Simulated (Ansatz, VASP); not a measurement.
# SiBi: VASP beside Ansatz

One calculation is typed for both programs; each brings its own data sets and cutoff. How far apart do they land? The cell is invented: As first built, before any earlier steps moved the atoms (in the runner's words): it takes the CeN structure with all of its atoms replaced by other elements, volume scaled by an estimate. It may not be a known or stable phase. The cell is taken from a series of VASP runs on this material, whose earlier steps may have relaxed, scaled or displaced it; both programs get it as it stands.

Method: plane waves, with VASP 6.6.1 beside it; band structure at LDA and single point at LDA, in Ansatz 0.2.0.

### Step 1. The structure

The structure is cubic, space group Fm-3m (No. 225). Conventional cell: a = 5.756 Å, b = 5.756 Å, c = 5.756 Å, α = 90.00°, β = 90.00°, γ = 90.00°. Nearest to Bi lie 6 Si at 2.88 Å. Nearest to Si lie 6 Bi at 2.88 Å. As first built, before any earlier steps moved the atoms (in the runner's words): sites of the CeN structure (space group 225) filled with other elements, volume scaled by an estimate. Farther neighbours are not listed.

### Step 2. Ansatz: band structure, LDA

Ansatz runs on its default PAW (the set named soft_2) files.

A single point gives forces, pressure and levels at one fixed geometry, so differences don't come from the geometry; what else differs is listed under the comparison.

File input.yaml:

```yaml
crystal:
  lattice:
    - [0.0, 2.8777871186, 2.8777871186]
    - [2.8777871186, 0.0, 2.8777871186]
    - [2.8777871186, 2.8777871186, 0.0]
  atoms:
    - { symbol: Bi, position: [0.5, 0.5, 0.5] }
    - { symbol: Si, position: [0.0, 0.0, 0.0] }
hamiltonian:
  xc: lda
  pseudopotentials: { kind: paw }
kpoints:
  mp_grid: { grid: [7, 7, 7] }
  band_path:
    path:
      - [0.0, 0.0, 0.0]
      - [0.16667, 0.0, 0.16667]
      - [0.33333, 0.0, 0.33333]
      - [0.5, 0.0, 0.5]
      - [0.5, 0.08333, 0.58333]
      - [0.5, 0.18333, 0.68333]
      - [0.5, 0.25, 0.75]
      - [0.45, 0.3, 0.75]
      - [0.40833, 0.34167, 0.75]
      - [0.35, 0.35, 0.7]
      - [0.225, 0.225, 0.45]
      - [0.075, 0.075, 0.15]
      - [0.03333, 0.03333, 0.03333]
      - [0.23333, 0.23333, 0.23333]
      - [0.4, 0.4, 0.4]
      - [0.51667, 0.46667, 0.51667]
      - [0.55833, 0.38333, 0.55833]
      - [0.60833, 0.28333, 0.60833]
      - [0.60833, 0.25, 0.64167]
      - [0.55833, 0.25, 0.69167]
      - [0.51667, 0.25, 0.73333]
      - [0.5, 0.3, 0.7]
      - [0.5, 0.38333, 0.61667]
      - [0.5, 0.48333, 0.51667]
      - [0.475, 0.475, 0.55]
      - [0.425, 0.425, 0.65]
      - [0.38333, 0.38333, 0.73333]
      - [0.59167, 0.18333, 0.59167]
      - [0.55, 0.1, 0.55]
      - [0.5, 0.0, 0.5]
    npoints: 1
scf:
  occupations: { method: fermi_dirac, width: 0.05 }
  n_extra_bands: 7
output:
  forces: true
  stress: true
  eigenvalues: true
```

Launch:

```sh
$ ansatz run input.yaml --threads 2 --pin off --max-ram 4608MiB --backend cpu --events-out ev --progress --plain --runs-dir out
```

Numbers of over 12 decimals in the logs are rounded to 6 here.

Log:

```text
scf.n_extra_bands = 7 over 10 filled bands (N_el = 19.0): the run solves 17 bands
Engine: ansatz 0.2.0, aarch64-unknown-linux-gnu
Pseudopotentials: kind: paw
Pseudopotential: Bi, paw, valence charge 15, recommended cutoff 420 eV (normal), Bi.paw.azcp
Pseudopotential: Si, paw, valence charge 4, recommended cutoff 420 eV (normal), Si.paw.azcp
Functional definition: SPW92
  exchange = slater_x
  correlation = pw_c
Crystal: 2 atoms, lattice volume = 47.666 Å³
Basis set: ecut = 420 eV, 941 PW (Γ)
Bands: 17, of which v1, the nominal top of the filled ones, is band 10 counted from 1 (9 counted from 0)
Symmetry: 48 space group operations
Space group: Fm-3m (ITA 225), of the structure as read, at distance tolerance 3.6e-5 Å
k-points: 20 of 343
Non-local potential: Bi, projectors of the file, l = 0: 2, l = 1: 2, l = 2: 2, l = 3: 2
Non-local potential: Si, projectors of the file, l = 0: 2, l = 1: 2, l = 2: 2
PAW form: soft (Blöchl's): semilocal exchange-correlation on the pseudo side does not see the compensation charge
PAW frozen core: Bi, regenerated for the run's functional, and the local potential with it (the file was generated under x = pbe(κ = 0.804, μ = 0.219515), c = pbe(β = 0.066725))
PAW frozen core: Si, regenerated for the run's functional, and the local potential with it (the file was generated under x = pbe(κ = 0.804, μ = 0.219515), c = pbe(β = 0.066725))
PAW one-centre angular grid: Bi, 590 points (default); XC on 64 Gauss nodes
PAW one-centre angular grid: Si, 110 points (default); XC on 64 Gauss nodes
Initial density: superposition of atomic densities (neutral atoms: chi_scale 0, normalization atom), corrected by the library's trained network
Initial wavefunctions: pseudopotential atomic-orbital guess
Functional: x = slater, c = lda
SCF iter   1: F=—  HF=-12693.756379 eV  |F-HF|=—  |Δ(HF+E_count)|=         —  Δρ=4.01e-3  dr2=4.79e-3  ethr=1.77e-3  ⟨swp⟩=6.4  Hψ=1950  notcnv=0  defer=7
preconditioner: auto → none  [insulator: Δε(μ)=0.264 eV  Ē_g=21.024 eV  σ=0.050 eV  W_gap=0.85  n_scr=14 (ndim 8)  ℏωp=23.4 eV  f_vac=0.000  D(μ)=0.56/eV (n_scr^D=0)  ε∞_Penn≈2.2]
SCF iter   2: F=—  HF=-12693.755268 eV  |F-HF|=—  |Δ(HF+E_count)|=   1.11e-3  Δρ=1.96e-3  dr2=1.31e-3  ethr=2.52e-5  ⟨swp⟩=1.7  Hψ=536  notcnv=0  defer=15
SCF iter   3: F=—  HF=-12693.755086 eV  |F-HF|=—  |Δ(HF+E_count)|=   1.82e-4  Δρ=2.36e-4  dr2=3.07e-5  ethr=6.89e-6  ⟨swp⟩=2.2  Hψ=483  notcnv=0  defer=15
SCF iter   4: F=—  HF=-12693.755089 eV  |F-HF|=—  |Δ(HF+E_count)|=   3.03e-6  Δρ=9.47e-5  dr2=3.11e-6  ethr=1.62e-7  ⟨swp⟩=2.0  Hψ=489  notcnv=0  defer=15
iter 5 did not close the SCF: its close was put off for the readings that it lacked (scf_convergence_deferred on its scf_iter line)
SCF iter   5: F=-12693.755087 eV  HF=-12693.755087 eV  |F-HF|=3.89e-8  |Δ(HF+E_count)|=   1.46e-6  Δρ=1.23e-5  dr2=1.81e-8  ethr=1.64e-8  ⟨swp⟩=2.1  Hψ=449  notcnv=0  defer=15
SCF iter   6: F=-12693.755087 eV  HF=-12693.755087 eV  |F-HF|=8.00e-11  |Δ(HF+E_count)|=   4.57e-8  Δρ=5.82e-7  dr2=1.12e-10  ethr=9.52e-11  ⟨swp⟩=7.2  Hψ=1499  notcnv=0
SCF 1 converged in 6 iterations: F = -12693.755087 eV  dr2 = 1.12e-10
  greatest PAW one-centre occupation: 0.988 electrons in one spin orbital (limit 2), on the Bi atom at site 0 (counted from 0), in its partial waves of l = 2
NSCF: frozen V_eff on 30 k-points
SCF converged after 6 iterations
Free energy (F): -12693.755087 eV
Harris-Foulkes:  -12693.755087 eV  (|F-HF|=8.00e-11)
Internal energy: -12693.749515 eV  (E = F + TS)
E sigma→0 (E₀):  -12693.752301 eV
Entropy (-TS):   -0.005572 eV (-2.786 meV/atom)
Fermi energy:    10.301661 eV
--- Per-component energies (eV) ---
  E_band       = -80.157680
  E_kinetic    = 343.540270
  E_local      = -1545.567993  (includes V_loc(G=0)·N_el)
  E_nonlocal   = 590.998614
  E_hartree    = 507.520460
  E_xc         = -205.427077
  E_vxc        = -191.944897  (∫ρ·V_xc dr)
  E_paw        = -10839.093381  (= ΣΔE_a)
  E_vpaw       = -292.223737  (= ΣTr[D̂ρ^β])
  E_aug_tail   = -0.000518  (compensation charges beyond the density's cutoff)
  E_ewald      = -1545.799337
  E_core_change = 0.079446  (= ΣΔE_core)
  E_smearing   = -0.005572  (= −TS)
  E_closure    = 0.000000  (closes the sum)
  Σ components = -12693.755087   (vs F -12693.755087, Δ=0.00e0)
--- Forces (eV/Å), atoms counted from 1 ---
  atom   1  Bi     0.00000000    -0.00000000     0.00000000
  atom   2  Si    -0.00000000     0.00000000     0.00000000
  max |Σ_I F_I| component: 1.26e-28 eV/Å
--- Stress (GPa, compression-positive) ---
        0.065921       0.000000       0.000000
       -0.000000       0.065921       0.000000
       -0.000000       0.000000       0.065921
  P = ⅓ Tr σ = 0.0659 GPa (0.659 kbar)
--- Band table (eV; the first three rows and the last of 20) ---
  k-point 0: bands = [... 6 lower, 7.6300, 9.5703, 9.5703, 9.5703, 15.2161, 15.2161, 15.2161, 15.7801, ... 3 higher]
  k-point 1: bands = [... 6 lower, 6.0755, 9.5950, 9.5950, 10.4672, 14.0251, 14.0251, 14.2497, 15.8342, ... 3 higher]
  k-point 2: bands = [... 6 lower, 3.8049, 9.7496, 9.7496, 11.0512, 12.4106, 12.4106, 12.9561, 17.0068, ... 3 higher]
  k-point 19: bands = [... 6 lower, 2.8802, 5.3039, 6.3277, 10.5513, 12.7616, 15.6211, 16.8074, 17.6828, ... 3 higher]
```

The job ended after 1.9 s (2 threads of Arm Neoverse N1, shared host; peak memory 0.28 GiB; 3.1 s of CPU time).

### Step 3. VASP: band structure, LDA

The same cell, functional (in two slightly different forms), mesh and smearing now go to VASP, with its own data sets and cutoff.

Lines of VASP's logs that name or quote its potential files are left out, and so is its time.

File INCAR:

```
SYSTEM = SiBi
PREC = Accurate
ENCUT = 400
EDIFF = 1E-06
NELM = 100
ISMEAR = -1
SIGMA = 0.05
LREAL = .FALSE.
ALGO = Normal
GGA = CA
LORBIT = 11
LWAVE = .FALSE.
LCHARG = .FALSE.
```

File POSCAR:

```
SiBi
1.0
    0.0000000000      2.8777871186      2.8777871186
    2.8777871186      0.0000000000      2.8777871186
    2.8777871186      2.8777871186      0.0000000000
Bi Si
1 1
Direct
    0.5000000000      0.5000000000      0.5000000000
    0.0000000000      0.0000000000      0.0000000000
```

File KPOINTS:

```
Automatic mesh
0
Gamma
7 7 7
0 0 0
```

File KPOINTS_OPT:

```
Line mode
16
Line-mode
Reciprocal
  0.00000000   0.00000000   0.00000000 GAMMA
  0.50000000   0.00000000   0.50000000 X

  0.50000000   0.00000000   0.50000000 X
  0.50000000   0.25000000   0.75000000 W

  0.50000000   0.25000000   0.75000000 W
  0.37500000   0.37500000   0.75000000 K

  0.37500000   0.37500000   0.75000000 K
  0.00000000   0.00000000   0.00000000 GAMMA

  0.00000000   0.00000000   0.00000000 GAMMA
  0.50000000   0.50000000   0.50000000 L

  0.50000000   0.50000000   0.50000000 L
  0.62500000   0.25000000   0.62500000 U

  0.62500000   0.25000000   0.62500000 U
  0.50000000   0.25000000   0.75000000 W

  0.50000000   0.25000000   0.75000000 W
  0.50000000   0.50000000   0.50000000 L

  0.50000000   0.50000000   0.50000000 L
  0.37500000   0.37500000   0.75000000 K

  0.62500000   0.25000000   0.62500000 U
  0.50000000   0.00000000   0.50000000 X
```

The projector-augmented-wave data sets are Bi_d and Si (LDA family, release 64).

Launch:

```sh
$ mpirun -np 1 vasp_std
```

Log:

```text
[banner, memory and clock lines left out]
running    1 mpi-ranks, on    1 nodes
 distrk:  each k-point on    1 cores,    1 groups
 distr:  one band on    1 cores,    1 groups

 POSCAR found type information on POSCAR BiSi
 POSCAR found :  2 types and       2 ions
 LDA part: xc-table for (Slater(with rela. corr.)+CA(PZ))
 , standard interpolation
 POSCAR, INCAR and KPOINTS ok, starting setup
 FFT: planning ... GRIDC
 FFT: planning ... GRID_SOFT
 FFT: planning ... GRID
 WAVECAR not read
 entering main loop
       N       E                     dE             d eps       ncg     rms          rms(c)
DAV:   1     0.119391218603E+03    0.11939E+03   -0.86932E+03   520   0.127E+03
DAV:   2    -0.205558088130E+01   -0.12145E+03   -0.11936E+03   550   0.331E+02
DAV:   3    -0.966215412060E+01   -0.76066E+01   -0.75002E+01   670   0.907E+01
DAV:   4    -0.982502752673E+01   -0.16287E+00   -0.16276E+00   638   0.151E+01
DAV:   5    -0.982949418321E+01   -0.44667E-02   -0.44663E-02   694   0.212E+00    0.212E+00
DAV:   6    -0.977702880668E+01    0.52465E-01   -0.11286E-01   615   0.365E+00    0.120E+00
DAV:   7    -0.976959823205E+01    0.74306E-02   -0.29065E-02   690   0.157E+00    0.426E-01
DAV:   8    -0.976836442097E+01    0.12338E-02   -0.30260E-03   600   0.602E-01    0.367E-02
DAV:   9    -0.976834306959E+01    0.21351E-04   -0.21623E-04   673   0.157E-01    0.304E-02
DAV:  10    -0.976834634674E+01   -0.32772E-05   -0.15586E-05   588   0.307E-02    0.880E-03
DAV:  11    -0.976834509121E+01    0.12555E-05   -0.43979E-06   620   0.229E-02    0.135E-03
DAV:  12    -0.976834512179E+01   -0.30574E-07   -0.30155E-07   325   0.359E-03
   1 F= -.97683451E+01 E0= -.97655996E+01  d E =-.549097E-02
 Start KPOINTS_OPT (optional k-point list driver)
k-point batch [1-20\160]
       N       E                     dE             ncg
DAV:   1    -0.187953746769E+01   -0.73653E+04      525
DAV:   2    -0.245154500799E+04   -0.24497E+04      525
DAV:   3    -0.260040753444E+04   -0.14886E+03      695
DAV:   4    -0.260375730711E+04   -0.33498E+01      688
DAV:   5    -0.260387110821E+04   -0.11380E+00      704
DAV:   6    -0.260387846704E+04   -0.73588E-02      806
DAV:   7    -0.260387851261E+04   -0.45573E-04      699
DAV:   8    -0.260387851328E+04   -0.66847E-06      485
[...]
k-point batch [141-160\160]
       N       E                     dE             ncg
DAV:   1    -0.254513824918E+03   -0.11759E+05      528
DAV:   2    -0.259499660407E+04   -0.23405E+04      535
DAV:   3    -0.273307404755E+04   -0.13808E+03      695
DAV:   4    -0.273631214659E+04   -0.32381E+01      766
DAV:   5    -0.273635155975E+04   -0.39413E-01      670
DAV:   6    -0.273635450673E+04   -0.29470E-02      780
DAV:   7    -0.273635452109E+04   -0.14362E-04      670
DAV:   8    -0.273635452131E+04   -0.22522E-06      455
```

(Part 1 of 2 ends here.)

[Lines on the potential files, build, host, timing and source positions are cut from VASP's logs without a mark.]

[Logs are printed without paths, hosts, clocks, repeated set-up lines and the standing remarks that a program may print on its own settings, such as how far it seeks lower states.]

[Hosts, paths, dates, database ids (printed as entryN), source tags and the programs' standing remarks are cut or masked in the printed files.]
